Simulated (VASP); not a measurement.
Consider the following.

```
MoTe2
1.0
    1.74152    -3.01641     0.00000
    1.74152     3.01641     0.00000
    0.00000     0.00000    13.88292
Te Mo
4 2
Direct
  0.33333   0.66667   0.87926
  0.66667   0.33333   0.37926
  0.66667   0.33333   0.12074
  0.33333   0.66667   0.62074
  0.33333   0.66667   0.25000
  0.66667   0.33333   0.75000
```

Calculation: PBE GGA with D3 dispersion (zero damping), VASP's PBE PAW potentials (set 64) (plane waves; VASP). Run with 520 eV cut-off, 7×7×2 Γ-centred mesh, Gaussian smearing of 0.050 eV, potentials Te Mo_sv.

### Question
The ions and cell shape at fixed volume are relaxed. Which structure does the run end with?

### Answer

```
MoTe2
1.0
    1.74955    -3.03030     0.00000
    1.74955     3.03030     0.00000
    0.00000     0.00000    13.75587
Te Mo
4 2
Cartesian
  1.74955   1.01010  12.13261
  1.74955  -1.01010   5.25468
  1.74955  -1.01010   1.62325
  1.74955   1.01010   8.50118
  1.74955   1.01010   3.43897
  1.74955  -1.01010  10.31690
```
Space group P6_3/mmc (194), at a tolerance of 0.03 Å.

### Question
How much energy does the relaxation gain?

### Answer
The energy (σ→0) changes by -4.9 meV/atom, in 6 ionic steps.

The compound is MoTe2 in the 2H layered structure. This cell is one point of a volume scan, at 0.97 of the reference volume. Symmetry was kept, so distortions that lower it aren't found.
